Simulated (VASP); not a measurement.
Wanted: the native input for a VASP 6.6.1 run.

* Task: relaxation of cell and atoms
* Functional: PBE
* Potentials or basis: VASP PAW PBE potentials, release 64 (Sn_d, Bi_d, O)
* Cutoff: 520 eV
* k mesh: 3 × 3 × 3
* Occupations: gaussian, width 0.15 eV
* Spin: no spin polarisation
* Further INCAR settings: PREC = Normal; ALGO = Fast; EDIFF = 0.0001; IBRION = 2; EDIFFG = -0.08; NSW = 24; ISIF = 3

The structure of Sn2Bi2O lies in POSCAR:

```
Sn2Bi2O
1.0
    5.3196161300      0.0000000000      0.0000000000
    0.0000000000      5.3196161300      0.0000000000
    0.0000000000      0.0000000000      5.5334012800
Sn Bi O
2 2 1
Direct
    0.5000000000      0.0000000000      0.9805160700
    0.0000000000      0.5000000000      0.9805160700
    0.5000000000      0.0000000000      0.5051988100
    0.0000000000      0.5000000000      0.5051988100
    0.5000000000      0.5000000000      0.6284232800
```

The cell was built by a generator and needn't be a form met in nature.

One way to write it, as run:

INCAR

```
SYSTEM = Sn2Bi2O
PREC = Normal
ENCUT = 520
EDIFF = 1E-4
ISMEAR = 0
SIGMA = 0.15
LREAL = .FALSE.
LASPH = .TRUE.
NELM = 60
ALGO = Fast
ISIF = 3
LWAVE = .FALSE.
LCHARG = .FALSE.
GGA = PE
IBRION = 2
NSW = 24
EDIFFG = -0.08
```

KPOINTS

```
regular mesh
0
G
  3 3 3
  0 0 0
```

Potentials or basis: VASP PAW PBE potentials, release 64 (Sn_d, Bi_d, O).

Run with:

```console
$ cat potpaw_PBE.64/Sn_d/POTCAR potpaw_PBE.64/Bi_d/POTCAR potpaw_PBE.64/O/POTCAR > POTCAR
$ mpirun -np 1 vasp_std > vasp.out
```

Results of the run:

```json
{"Relaxed volume": "28.18 Å³/atom", "Relaxed cell": "a = 4.722 Å, b = 4.722 Å, c = 6.320 Å, α = 90.00°, β = 90.00°, γ = 90.00°", "Space group after relaxing (to 0.05 Å)": "P4mm (No. 99)", "Energy gained by relaxing": "664.2 meV/atom", "Ionic steps": "19", "Pressure after relaxing": "0.0 GPa", "Largest force after relaxing": "0.047 eV/Å", "Band gap on the k mesh": "none (metal or under the smearing width)"}
```

Caveat: the k mesh is coarse (spacing up to 0.39 Å⁻¹), so the values aren't converged; spin-orbit coupling is left out, which moves the levels of the heavy elements; the relaxation stopped at a loose force limit of 0.08 eV/Å, so its end isn't a converged minimum.

It took 4.2 min on 1 thread of Intel(R) Xeon(R) Platinum 8488C (Sapphire Rapids), on a shared host, peak memory 0.2 GiB.
